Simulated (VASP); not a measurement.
Here is a VASP 6.6.1 calculation.

File INCAR:

```
  ALGO = Fast
  EDIFF = 1E-6
  ENCUT = 600
  GGA = RP
  ISIF = 2
  ISMEAR = 0
  ISPIN = 2
  LASPH = True
  LCHARG = True
  LELF = True
  LMAXMIX = 4
  LORBIT = 11
  LREAL = False
  LVHAR = True
  LWAVE = False
  MAGMOM = 0 0 4
  NBANDS = 30
  NELM = 100
  PREC = Accurate
  SIGMA = 0.05
```

KPOINTS

```
k-points
0
Gamma
  7 7 8
```

The input POSCAR:

```
LuMnIn
4.7366
    0.999991502723      0.000000000000      0.000000000000
   -0.499995751362      0.866018044927      0.000000000000
    0.000000000000      0.000000000000      0.717970907402
Lu In Mn
1 1 1
Direct
    0.0000000000      0.0000000000      0.0000000000
    0.6666666667      0.3333333333      0.5000000000
    0.3333333333      0.6666666667      0.5000000000
```

Potentials or basis: VASP PAW PBE potentials, release 64 (Lu_3, In_d, Mn_sv), 4f in core.

The run is started by

```console
$ cat potpaw_PBE.64/Lu_3/POTCAR potpaw_PBE.64/In_d/POTCAR potpaw_PBE.64/Mn_sv/POTCAR > POTCAR
$ mpirun -np 1 vasp_std > vasp.out
```

(1) Estimate the site moments.

(2) Predict the band gap on the k mesh.

Answers

(1) Lu -0.21; In -0.04; Mn +3.48 μB.

(2) none (metal or under the smearing width).

Caveat: spin-orbit coupling is left out, which moves the levels of the heavy elements.
